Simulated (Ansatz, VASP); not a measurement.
## Si31O64 (V_Si): VASP beside Ansatz

Wanted: the spread between two codes on one cell, functional and k mesh. The cell is taken from a series of runs on this material, whose earlier steps may have relaxed, scaled, displaced or heated it; both programs get it as it stands.

Calculated with Ansatz 0.2.0; plane waves, with VASP 6.6.1 beside it; single point at r2SCAN.

### Step 1. The starting structure

The cell holds 95 atoms: 31 Si and 64 O. Cell: a = 9.926 Å, b = 9.926 Å, c = 11.836 Å, α = 53.4°, β = 53.4°, γ = 73.2°. It derives from SiO2 (SiO2 (P4_2/mnm)). Nearest the centre at fractional (0.500, 0.500, 0.500): O82 at 1.87 Å, O88 at 1.88 Å, O86 at 1.90 Å, O47 at 1.91 Å, O84 at 1.91 Å, O45 at 1.91 Å, Si26 at 2.59 Å, Si6 at 2.59 Å. The cell carries charge −1.

### Step 2. Ansatz: single point, r2SCAN

Ansatz runs on its PAW soft_1 files.

A single point gives forces, pressure and levels at one fixed geometry, so differences don't come from the geometry; what else differs is listed under the comparison.

Input file input.yaml:

```yaml
crystal:
  checkpoint: "../qm1_M3.relax.run"
  host: checkpoint
total_charge: -1
basis:
  ecutwfc: 500
  xc_grid: 2
hamiltonian:
  xc: r2scan
  pseudopotentials: { kind: paw, azcp: { folder: soft_1 } }
kpoints:
  mp_grid: { grid: [2, 2, 2], shift: [0.5, 0.5, 0.5] }
magnetization:
  spin_polarized: true
  initial_magnetization: 3
  spin_locking: { lock_magnetization: hard }
scf:
  occupations: { method: fermi_dirac, width: 0.01 }
  max_iter: 80
output:
  forces: true
  eigenvalues: true
  charged_corrections:
    epsilon: [3.41, 3.41, 3.58]
    static_epsilon: [11.6, 11.6, 9.01]
    defect_position: [0.5, 0.5, 0.5]
  eigenstates: { localisation: true }
  populations: true
  efg: {}
checkpoint:
  read: "../qm1_M3.relax.run"
  write: "../qm1_M3.point.run"
  compress: false
  write_wavefunctions: false
  write_every: 100000
```

Run with:

```sh
$ ansatz run input.yaml --threads 4 --pin off --max-ram 15073MiB --backend cpu --events-out ev --progress --plain --runs-dir out
```

Numbers of over 12 decimals in the logs are rounded to 6 here.

What it wrote:

```text
Warning: This run holds its total moment fixed (magnetization.spin_locking.lock_magnetization: hard) and mixes its density by anderson or broyden (scf.mixing.algorithm, typed or taken by auto). Slabs with a fixed moment have converged under broyden above another state at the same moment, at the default mixing steps and at smaller ones, and under scf.lower_state_search: standard, light or off a state that such a mixer [...]
crystal.checkpoint: the structure is that of <dir>, a `relax` run, at its step 7: its result, under r2scan at a charge of -1 e; 95 atoms read, 0 with a starting moment; crystal.structure_sha256 for this input is
Engine: ansatz 0.2.0, aarch64-unknown-linux-gnu
Pseudopotentials: kind: paw
Pseudopotential: Si, paw, valence charge 4, recommended cutoff 500 eV (meta_gga), soft_1/Si.paw.azcp
Pseudopotential: O, paw, valence charge 6, recommended cutoff 500 eV (meta_gga), soft_1/O.paw.azcp
Functional definition: r2SCAN
  parameter k0 = 0.174
  parameter k1 = 0.065
  parameter a1 = 4.9479
  exchange = r2scan_x(k0 = k0, k1 = k1, a1 = a1)
  correlation = r2scan_c
Crystal: 95 atoms, lattice volume = 747.688 Å³
Basis set: ecut = 500 eV, 18959 PW (Γ), exchange–correlation on 150×150×180 points (8 copies of the dense FFT grid, shifted against one another)
Bands: 351, of which v1, the nominal top of the filled ones, is band 255 counted from 1 (254 counted from 0)
Symmetry: 1 space group operations
Space group: P1 (ITA 1), of the structure as read, at distance tolerance 9.1e-5 Å
Magnetic group: BNS 1.1 (UNI 1), of the structure as read, at distance tolerance 9.1e-5 Å
k-points: 4 of 8 (time reversal used)
Non-local potential: Si, projectors of the file, l = 0: 2, l = 1: 2, l = 2: 1
Non-local potential: O, projectors of the file, l = 0: 2, l = 1: 2, l = 2: 1
PAW form: soft (Blöchl's): semilocal exchange-correlation on the pseudo side does not see the compensation charge
PAW frozen core: Si, regenerated for the run's functional (the file was generated under x = pbe(κ = 0.804, μ = 0.219515), c = pbe(β = 0.066725))
PAW frozen core: O, regenerated for the run's functional (the file was generated under x = pbe(κ = 0.804, μ = 0.219515), c = pbe(β = 0.066725))
PAW one-centre angular grid: Si, 302 points (default); XC on 160 Gauss nodes
PAW one-centre angular grid: O, 302 points (default); XC on 160 Gauss nodes
Initial density: read from a saved state, or passed on in memory by an earlier SCF of this step, an earlier step, the calling program or the single point that the run made first
Stability of the state it starts from, as read at its close in the collinear treatment: not read, because the mixer in use, unlike msr1, does not test its closes by its own steps (another_mixer); its run was given moments
Starting moments: Σ|m| = 3 μB on 95 of 95 sites; this step starts from the density that it was given
Initial wavefunctions: pseudopotential atomic-orbital guess — the wavefunctions supplied were not used: k-point sampling differs
Functional: x = r2scan, c = r2scan; τ floored in thin density (d = 2e-4 eV/Å³)
iter 1 solved again at ethr=8.68e-6 eV; its pass at ethr=3.10e-3 eV (dr2=4.42e-2 eV) is discarded
SCF iter   1: F=—  HF=-56285.445762 eV  |F-HF|=—  |Δ(HF+E_count)|=         —  Δρ=1.88e-3 (↑2.08e-4 ↓1.88e-3)  dr2=4.50e-2  dr2_τ=6.11e-4  dr2_m=6.14e-3  M=3.000 μB ∫|m|=3.354 μB  β_m=1.20  ethr=8.68e-6  ⟨swp⟩=12.8  Hψ=25514  notcnv=0  defer=55
preconditioner: auto → Resta (q_TF=auto, 2.559 Å⁻¹)  ε∞=3.4  [insulator: Δε(μ)=0.103 eV  Ē_g=19.859 eV  σ=0.010 eV  W_gap=0.99  n_scr=200 (ndim 8)  ℏωp=30.6 eV  f_vac=0.001  D(μ)=0.39/eV (n_scr^D=0)  ε∞_Penn≈3.4]
spin=Collinear: Resta preconditioning applied to the charge; magnetization (m = ρ↑ − ρ↓) channel mixes plain (no charge-response kernel on spin).
SCF iter   2: F=—  HF=-56285.440525 eV  |F-HF|=—  |Δ(HF+E_count)|=   5.24e-3  Δρ=5.99e-4 (↑5.96e-4 ↓5.99e-4)  dr2=1.43e-2  dr2_τ=7.39e-5  dr2_m=2.25e-4  M=3.000 μB ∫|m|=3.340 μB  β_m=1.20  ethr=8.68e-6  ⟨swp⟩=2.8  Hψ=5021  notcnv=0  defer=637  κ⁻¹=1.0e0(r=1)
SCF iter   3: F=—  HF=-56285.440467 eV  |F-HF|=—  |Δ(HF+E_count)|=   5.84e-5  Δρ=7.22e-4 (↑3.75e-4 ↓7.22e-4)  dr2=3.61e-3  dr2_τ=1.69e-4  dr2_m=8.62e-4  M=3.000 μB ∫|m|=3.338 μB  β_m=1.20  ethr=2.81e-6  ⟨swp⟩=2.6  Hψ=3925  notcnv=0  defer=637  κ⁻¹=2.3e-1(r=2)
[...]
k-point 3 ↓: bands = [... 251 lower, 9.3088, 9.4609, 9.6449, 9.6884, 9.7683, 17.1113, 17.7529, 18.0197, ... 92 higher]
--- Löwdin populations: 95 sites ---
  site symbol       q [e]    m [muB]
     0     Si      2.3538    -0.0018
     1     Si      2.3509    -0.0009
     2     Si      2.3478    -0.0012
     3     Si      2.3436    -0.0102
     4      O      6.7378     0.0027
     5      O      6.7384     0.0047
     6      O      6.7373     0.0040
     7      O      6.7388     0.0040
     8      O      6.7398     0.0053
     9      O      6.7392     0.0109
    10      O      6.7397     0.0053
    11      O      6.7392     0.0110
    12     Si      2.3513    -0.0006
    13     Si      2.3367    -0.0194
    14     Si      2.3476    -0.0013
    15     Si      2.3436    -0.0102
    16      O      6.7373     0.0040
    17      O      6.7294     0.0194
    18      O      6.7378     0.0026
    19      O      6.7288     0.0202
    20      O      6.7401     0.0168
    21      O      6.6295     0.3720
    22      O      6.7402     0.0167
    23      O      6.6310     0.3688
[...]
87      O      6.6274     0.3361
    88      O      6.7389     0.0040
    89      O      6.7354     0.0183
    90      O      6.7384     0.0048
    91      O      6.7392     0.0109
    92      O      6.7398     0.0054
    93      O      6.7392     0.0110
    94      O      6.7397     0.0054
  spilling = 0.011946 (of n_electrons = 509.000000)
```

### Step 3. VASP: single point, r2SCAN

The same cell, functional, mesh and smearing now go to VASP, with its own data sets.

Lines of VASP's logs that name or quote its potential files are left out, and so is its time.

Input file INCAR:

```
SYSTEM = Si31O64
PREC = Accurate
ENCUT = 580
EDIFF = 1E-06
NELM = 200
ISMEAR = -1
SIGMA = 0.01
LREAL = Auto
ALGO = Normal
METAGGA = R2SCAN
LASPH = .TRUE.
NELECT = 509
NBANDS = 321
ISPIN = 2
MAGMOM = -0 -0 -0 -0 -0 -0 -0 -0 -0 -0 -0 -0 -0 -0 -0 -0 -0 -0 -0 -0 -0 -0 -0 -0 -0 -0 -0 -0 -0 -0 -0 0 0 0 0 0 0.01 0 0.01 0 0.02 0 0.02 0.01 0.29 0.01 0.29 0.04 0.01 0.04 0.01 0.01 0.01 0.03 0.03 0.04 0.01 0.04 0.01 0.01 0.01 0.03 0.03 0.04 0.01 0.04 0.01 0.03 0.03 0.01 0.01 0.04 0.01 0.04 0.01 0.03 0.03 0.01 0.01 0.01 0.02 0.26 0.02 0.3 0.01 0.29 0.01 0.26 0 0.02 0 0.01 0 0.01 0
LORBIT = 11
LWAVE = .FALSE.
LCHARG = .FALSE.
ISIF = 2
ISYM = 0
NUPDOWN = 3
GGA_COMPAT = .FALSE.
LMIXTAU = .TRUE.
```

Input file POSCAR:

```
Si31O64
1.0
    0.0000000000      8.3695907132      5.3368094992
    8.3695907132      0.0000000000      5.3368094992
    8.3695907132      8.3695907132      0.0000000000
Si O
31 64
Direct
    0.9996648190      0.0000515382      0.0002114541
    0.2494124410      0.2498914755      0.2504113608
[... 1 atom line left out ...]
    0.3763645881      0.3768123365      0.3740827804
[... 1 atom line left out ...]
    0.2568292920      0.2572399990      0.7429290700
[... 1 atom line left out ...]
    0.3764865813      0.3769150791      0.8727549039
[... 3 atom lines left out ...]
    0.3770750486      0.8718495974      0.3758042759
[... 2 atom lines left out ...]
    0.1278413427      0.6225302212      0.6246526211
[... 2 atom lines left out ...]
    0.7496087586      0.2499195086      0.2512213211
[... 1 atom line left out ...]
    0.8712938733      0.3776453874      0.3757391638
[... 1 atom line left out ...]
    0.7497369698      0.2500617145      0.7492049333
    0.6219904312      0.1283654484      0.6247879212
[... 2 atom lines left out ...]
    0.7425003370      0.7429379935      0.2574378741
    0.6226466384      0.6231351570      0.1278622445
[... 2 atom lines left out ...]
    0.6228916986      0.6233242816      0.6263947565
[... 10 atom lines left out ...]
    0.2496138700      0.2499979073      0.9047011830
[... 1 atom line left out ...]
    0.2494985761      0.2499870164      0.5958462288
    0.0272145354      0.2212257819      0.8757296184
    0.2592519658      0.4669616590      0.6371874290
    0.2207839622      0.0276170533      0.8757555054
    0.4664963593      0.2597660447      0.6368931214
    0.0027563710      0.4993635149      0.1511237576
    0.2492042228      0.7505910190      0.4029874649
    0.0031600050      0.4989249058      0.3467545973
[... 3 atom lines left out ...]
    0.2212804101      0.5287739565      0.3749517588
    0.4709136125      0.7780951978      0.1252366235
[... 3 atom lines left out ...]
    0.2489590777      0.7505703235      0.5974582906
[... 2 atom lines left out ...]
    0.2215666669      0.5287219920      0.8751356374
    0.4709033810      0.7783171989      0.6254697015
    0.4989621892      0.0030813402      0.1511960018
    0.7501815094      0.2496666629      0.4029762507
[... 2 atom lines left out ...]
    0.5283584921      0.2217378465      0.3749503604
    0.7776977278      0.4713703850      0.1252280152
[... 2 atom lines left out ...]
    0.5007111340      0.9964769522      0.6536924505
[... 1 atom line left out ...]
    0.5003371455      0.9968394646      0.8493290137
    0.7500369597      0.2494698423      0.5974852651
    0.5282948669      0.2219510691      0.8752125423
    0.7778874868      0.4713228599      0.6254859866
[... 2 atom lines left out ...]
    0.4995389231      0.4999839038      0.1491337103
    0.7497210362      0.7501920143      0.4046094955
    0.4994994560      0.4998726751      0.3419454041
    0.7496069400      0.7500574414      0.0958203832
    0.5327477261      0.7404899725      0.3635898131
    0.7784785692      0.9724730371      0.1246819189
    0.7398848577      0.5332307561      0.3637168598
    0.9720506920      0.7789114748      0.1246868711
    0.4998202095      0.5001041752      0.6585517027
[... 1 atom line left out ...]
    0.4996341719      0.5001194907      0.8513640902
[... 4 atom lines left out ...]
    0.9718944912      0.7781252103      0.6250727423
```

Input file KPOINTS:

```
Points of the shifted mesh
8
Reciprocal
 0.2500000000  0.2500000000  0.2500000000 1
 0.2500000000  0.2500000000  0.7500000000 1
 0.2500000000  0.7500000000  0.2500000000 1
 0.2500000000  0.7500000000  0.7500000000 1
 0.7500000000  0.2500000000  0.2500000000 1
 0.7500000000  0.2500000000  0.7500000000 1
 0.7500000000  0.7500000000  0.2500000000 1
 0.7500000000  0.7500000000  0.7500000000 1
```

Potentials, in the order of the species: Si and O (PBE family, release 64).

Run with:

```sh
$ export OMP_NUM_THREADS=3
$ mpirun -np 1 vasp_std
```

What it wrote:

```text
[banner, memory and clock lines left out]
running    1 mpi-ranks, on    1 nodes
[...]
Offloading initialized ...    1 GPUs detected
[...]
|                                                                             |
|               ----> ADVICE to this user running VASP <----                  |
|                                                                             |
|     You enforced a specific xc type in the INCAR file but a different       |
|     [... a line on the potential file left out ...]
|     I HOPE YOU KNOW WHAT YOU ARE DOING!                                     |
|                                                                             |

 LDA part: xc-table for (None), standard interpolation
 POSCAR, INCAR and KPOINTS ok, starting setup
[...]
entering main loop
       N       E                     dE             d eps       ncg     rms          rms(c)
DAV:   1     0.286912222161E+04    0.28691E+04   -0.31295E+05 10272   0.175E+03
DAV:   2    -0.933909784821E+03   -0.38030E+04   -0.37174E+04 12000   0.377E+02
DAV:   3    -0.113000495710E+04   -0.19610E+03   -0.19449E+03 12336   0.862E+01
DAV:   4    -0.113255358645E+04   -0.25486E+01   -0.25379E+01 12080   0.107E+01
DAV:   5    -0.113259451326E+04   -0.40927E-01   -0.40858E-01 11904   0.123E+00BRMIX: very serious problems
 the old and the new charge density differ
 old charge density:   508.00000 new  509.00000
    0.706E+01
DAV:   6    -0.905490446561E+03    0.22710E+03   -0.16483E+02 11720   0.224E+01    0.390E+01
DAV:   7    -0.908420007014E+03   -0.29296E+01   -0.29904E+01 11944   0.105E+01    0.145E+01
DAV:   8    -0.909220189636E+03   -0.80018E+00   -0.30332E+00 11800   0.370E+00    0.538E+00
DAV:   9    -0.909229739930E+03   -0.95503E-02   -0.88628E-01 13120   0.273E+00    0.263E+00
[...]
DAV:  19    -0.909322626276E+03    0.19311E-05   -0.35104E-05 11840   0.119E-02    0.172E-02
DAV:  20    -0.909322626463E+03   -0.18773E-06   -0.23141E-05 11488   0.868E-03    0.131E-02
DAV:  21    -0.909322625925E+03    0.53858E-06   -0.82042E-06  8688   0.561E-03
   1 F= -.90932263E+03 E0= -.90932227E+03  d E =-.715869E-03  mag=     3.0000
```

OUTCAR, selected parts (step 3):

```text
  FREE ENERGIE OF THE ION-ELECTRON SYSTEM (eV)
  ---------------------------------------------------
  free  energy   TOTEN  =      -909.3226259249 eV

  energy  without entropy=     -909.3219100560  energy(sigma->0) =     -909.32226799

 magnetization (x)
# of ion       s       p       d       tot
------------------------------------------
    1       -0.001  -0.000   0.000  -0.001
    2       -0.000  -0.000   0.000  -0.000
    3       -0.000  -0.000   0.000  -0.001
    4       -0.002  -0.004   0.000  -0.006
    5       -0.000  -0.000   0.000  -0.000
    6       -0.004  -0.005   0.000  -0.009
    7       -0.000  -0.000   0.000  -0.001
    8       -0.002  -0.004   0.000  -0.006
    9       -0.001  -0.001   0.000  -0.001
   10       -0.000  -0.001   0.000  -0.001
   11       -0.001  -0.001   0.000  -0.002
   12       -0.002  -0.002   0.000  -0.003
   13       -0.001  -0.001   0.000  -0.002
[...]
--------------------------------------------------
tot          0.035   2.629   0.000   2.664

[... 2 further parts left out ...]
[key lines of the parts left out:]
E-fermi :   7.2293
```

The cell is charged against a uniform background. The PAW data sets were made with PBE, which is usual practice but a small mismatch for other functionals.

### Step 4. Side by side

Known differences besides the potentials themselves: VASP starts from the moments at which Ansatz ended; VASP keeps PBE cores, Ansatz makes them for the functional; the cutoff is 500 eV in Ansatz and 580 eV in VASP (PREC = Accurate, projectors in real space); site moments are counted in spheres of each program's own size. Total energies have different zeros and are not compared.

The two programs side by side:

```tsv
quantity	Ansatz	VASP	difference
total moment, fixed by the input (μB)	3.00	3.00	0.00
moment on O84 (μB)	0.29	0.32	-0.02
moment on O45 (μB)	0.29	0.32	-0.02
moment on O86 (μB)	0.29	0.31	-0.02
moment on O47 (μB)	0.29	0.31	-0.02
moment on O88 (μB)	0.26	0.28	-0.01
moment on O82 (μB)	0.26	0.27	-0.01
```

Forces on 7 of the 95 atoms, those with the largest forces and the largest differences (eV/Å; atoms numbered as in POSCAR):

```tsv
atom	Ansatz x, y, z	VASP x, y, z
Si4	-0.105, -0.098, -0.096	-0.120, -0.112, -0.142
Si8	0.098, 0.101, -0.148	0.108, 0.112, -0.197
Si15	0.123, -0.039, -0.042	0.152, -0.066, -0.025
Si27	-0.112, -0.104, 0.158	-0.125, -0.115, 0.207
Si30	0.097, 0.104, 0.102	0.112, 0.121, 0.149
O82	0.111, 0.101, -0.008	0.162, 0.152, -0.009
O88	-0.097, -0.109, 0.005	-0.148, -0.160, 0.006
```

The forces differ by 15 meV/Å r.m.s., which is 26.3 % of the r.m.s. force of 0.056 eV/Å (both taken over all components). The cell carries a charge of -1 e against a uniform background, so its pressure also hangs on how the neutralising background is counted, and in a defect's cell a gap may be the spacing between its levels.

### Step 5. Summary of results

```json
{
  "r.m.s. force difference (single point, r2SCAN)": "15 meV/Å"
}
```

What this shows: The r.m.s. force difference is 15 meV/Å (single point, r2SCAN), beyond the 12 meV/Å picked in this series as the mark of a large difference. What causes the difference of the single point, r2SCAN pair stays open here. Such differences can come from data sets, numerical settings and the points named under the comparisons, not from the functional's error against experiment.

[Lines on the potential files, build, host, timing and source positions are cut from VASP's logs without a mark.]

[Logs are printed without paths, hosts, clocks, repeated set-up lines and the standing remarks that a program may print on its own settings, such as how far it seeks lower states.]

[Hosts, paths, dates, database ids (printed as entryN), source tags and the programs' standing remarks are cut or masked in the printed files.]
